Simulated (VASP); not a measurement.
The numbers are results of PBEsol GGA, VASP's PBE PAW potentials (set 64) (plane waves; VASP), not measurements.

The input files of a VASP run:

**INCAR**
```
ALGO=Normal
EDIFF=1E-6
EDIFFG=-0.01
ENCUT=400
GGA=PS
IBRION=2
ISIF=3
ISMEAR=1
LASPH=T
LCHARG=F
LMAXMIX=4
LREAL=F
LWAVE=F
NELM=100
NSW=60
PREC=Accurate
SIGMA=0.1
SYSTEM=Rb
```

### KPOINTS
```
Automatic mesh
0
Gamma
8 8 8
0 0 0
```

**POSCAR**
```
Rb
1
    0.0000000000     3.5214790000     3.5214790000
    3.5214790000     0.0000000000     3.5214790000
    3.5214790000     3.5214790000     0.0000000000
Rb
1
Direct
  0.0000000000   0.0000000000   0.0000000000
```

POTCAR, in this order: Rb_sv (PBE.64 set). Program: vasp_std.

Question: Predict the energy per atom (σ→0), volume per atom, band gap (on the k-mesh).

Answer: 
```json
{
  "energy per atom (σ→0)": "-1.023 eV/atom",
  "band gap (on the k-mesh)": "none (metal, semimetal or under 0.01 eV)",
  "volume_per_atom": "87.20 Å³/atom"
}
```

File OSZICAR:
```
...
DAV:  10    -0.102276342234E+01    0.38807E-06   -0.41336E-06   608   0.133E-02
   1 F= -.10227634E+01 E0= -.10231101E+01  d E =-.102276E+01
       N       E                     dE             d eps       ncg     rms          rms(c)
DAV:   1    -0.102290785404E+01   -0.14404E-03   -0.31278E-03   480   0.418E-01    0.523E-02
DAV:   2    -0.102280781085E+01    0.10004E-03   -0.22816E-04   496   0.127E-01    0.255E-02
DAV:   3    -0.102277697517E+01    0.30836E-04   -0.16097E-04   712   0.797E-02    0.522E-03
DAV:   4    -0.102277789830E+01   -0.92313E-06   -0.18774E-06   440   0.139E-02
   2 F= -.10227779E+01 E0= -.10231242E+01  d E =-.144760E-04
```

The structure was generated: Rb was put into the fcc type (Fm-3m), which need not be its known phase. This run relaxes it. Symmetry was kept, so distortions that lower it aren't found.
